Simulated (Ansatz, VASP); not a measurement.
**GeMo: VASP beside Ansatz**

```
Ge Mo
1.0
     0.00000    3.17859    3.17859
     3.17859    0.00000    3.17859
     3.17859    3.17859    0.00000
Ge Mo
2 2
Direct
  0.50000 0.50000 0.50000
  0.75000 0.75000 0.75000
  0.00000 0.00000 0.00000
  0.25000 0.25000 0.25000
```

Alike in both runs: functional PBE; k mesh 4 × 4 × 4; occupations gaussian, width 0.1 eV; no spin polarisation.

Ansatz relaxed the structure, and its values are those at the end. VASP's run is a single point on that final structure, the one shown.

```csv
,VASP,Ansatz
version,VASP 6.6.1,Ansatz 0.2.0
potentials or method,"VASP PAW PBE potentials, release 64 (Ge_d, Mo_sv)","scalar-relativistic, plane waves, PAW"
plane-wave cutoff (eV),520,420
valence electrons in the cell,56,56
```

```csv
,VASP,Ansatz,Ansatz less VASP
gap on the k mesh at the Fermi level (eV),0.34,0.34,+0.002
least direct gap on the mesh (eV),0.65,0.65,0.000
pressure (GPa),0.3,0.0,-0.28
```

Caveats: the k mesh is coarse (spacing up to 0.43 Å⁻¹), so the values aren't converged.
